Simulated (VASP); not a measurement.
Input:

```
CELL_PARAMETERS angstrom
      4.12000     0.00000     0.00000
      0.00000     4.12000     0.00000
      0.00000     0.00000     4.12000
ATOMIC_POSITIONS crystal
  Cs 0.00000 0.00000 0.00000
  Cl 0.50000 0.50000 0.50000
```

All values below come from r2SCAN meta-GGA, VASP's PBE PAW potentials (set 64) (plane waves; VASP 6.6.1). Settings: 480 eV cut-off, 6×6×6 Γ-centred mesh, Gaussian smearing of 0.050 eV, potentials Cs_sv Cl.

Problem. The ions, cell shape and volume are relaxed. Give the cell that the relaxation ends in.

Solution. 
```
CELL_PARAMETERS angstrom
      4.14107     0.00000     0.00000
      0.00000     4.14107     0.00000
      0.00000     0.00000     4.14107
ATOMIC_POSITIONS crystal
  Cs 0.00000 0.00000 0.00000
  Cl 0.50000 0.50000 0.50000
```
Space group Pm-3m (221), at a tolerance of 0.03 Å.

Problem. How do energy and volume change from the first to the last step?

Solution. The energy (σ→0) changes by -0.4 meV/atom and the volume by +1.5 %, in 4 ionic steps.

The compound is CsCl in the CsCl type structure. This run relaxes it. Symmetry was kept, so distortions that lower it aren't found.
